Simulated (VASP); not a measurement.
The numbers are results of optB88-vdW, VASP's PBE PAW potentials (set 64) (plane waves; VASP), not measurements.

Input for VASP

POSCAR:
```
MnF2
1
    4.8692074262     0.0000000000     0.0000000000
   -0.0000000000     4.8692074262     0.0000000000
    0.0000000000     0.0000000000     3.3104187843
Mn F
2 4
Direct
  0.0000000000   0.0000000000   0.0000000000
  0.5000000000   0.5000000000   0.5000000000
  0.3030958678   0.3030958678   0.0000000000
  0.8030958678   0.1969041322   0.5000000000
  0.1969041322   0.8030958678   0.5000000000
  0.6969041322   0.6969041322   0.0000000000
```

File KPOINTS:
```
Automatic mesh
0
Gamma
5 5 8
0 0 0
```

### INCAR
```
NEDOS = 601
LMAXMIX = 4
EDIFF = 1E-7   ! SCF stop (eV)
LWAVE = F
MAGMOM = 4.5 -4.5 -0.0 2*0.0 -0.0
ENCUT = 520
ISPIN = 2
PARAM1 = 0.1833333333
LASPH = T   ! aspherical one-centre terms
GGA = BO
ISMEAR = -5   ! tetrahedra, Bloechl
LREAL = F   ! projection in real space or not
ALGO = Normal   ! blocked Davidson
NELM = 100   ! most electronic steps
ISIF = 2   ! forces and stress, cell fixed
LORBIT = 11   ! lm-projected
LCHARG = T
LUSE_VDW = T
PREC = Accurate
PARAM2 = 0.22
LEFG = T
AGGAC = 0.0
SYSTEM = MnF2
```

POTCAR, in this order: Mn_pv F (PBE.64 set). Program: vasp_std.

Estimate the energy per atom (σ→0), cell moment.

```yaml
energy per atom (σ→0): -4.193 eV/atom
cell_moment: 0.00 μB
```

### OSZICAR
```
...
DAV:  11    -0.251591540639E+02   -0.18856E-03   -0.64151E-04  4384   0.228E-01    0.639E-02
DAV:  12    -0.251593305625E+02   -0.17650E-03   -0.88007E-05  4176   0.757E-02    0.500E-02
DAV:  13    -0.251593534520E+02   -0.22890E-04   -0.22463E-05  4128   0.350E-02    0.126E-02
DAV:  14    -0.251593613402E+02   -0.78882E-05   -0.69039E-06  4224   0.226E-02    0.273E-03
DAV:  15    -0.251593626143E+02   -0.12741E-05   -0.46366E-07  3808   0.481E-03    0.146E-03
DAV:  16    -0.251593628852E+02   -0.27087E-06   -0.77070E-08  2800   0.204E-03    0.706E-04
DAV:  17    -0.251593629098E+02   -0.24554E-07   -0.90930E-09  2176   0.802E-04
   1 F= -.25159363E+02 E0= -.25159363E+02  d E =0.000000E+00  mag=     0.0000
```

The compound is MnF2 in the rutile structure. It was relaxed first.
